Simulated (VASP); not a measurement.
Input:

```
MgS
1.0
    0.00000     2.57346     2.67584
    2.52879     0.00000     2.67584
    2.52879     2.57346     0.00000
Mg S
1 1
Direct
  0.00000   0.00000   0.00000
  0.48796   0.51204   0.51204
```

Level of theory: PBE GGA, VASP's PBE PAW potentials (set 64) (plane waves; VASP 6.6.1). Run with PREC = Low, 400 eV cut-off, 8×8×8 Γ-centred mesh, Gaussian smearing of 0.050 eV, potentials Mg S.

**Question.** Give the force on each atom (eV/Å).

**Answer.** 
```tsv
atom	Fx	Fy	Fz
Mg1	0.289	0.000	0.000
S2	-0.289	0.000	0.000
```

**Question.** Give the stress tensor in GPa (positive for a compressed cell).

**Answer.** 
```
 5.54   0.00   0.00
 0.00   2.69   0.00
 0.00   0.00  -1.22
```
The pressure is its mean diagonal, 2.33 GPa.

The compound is MgS in the rock salt structure. The cell was not relaxed at this level, atoms are displaced from their ideal sites. The run is one of a series of settings (PREC = Low against the base run), some of them coarse on purpose.
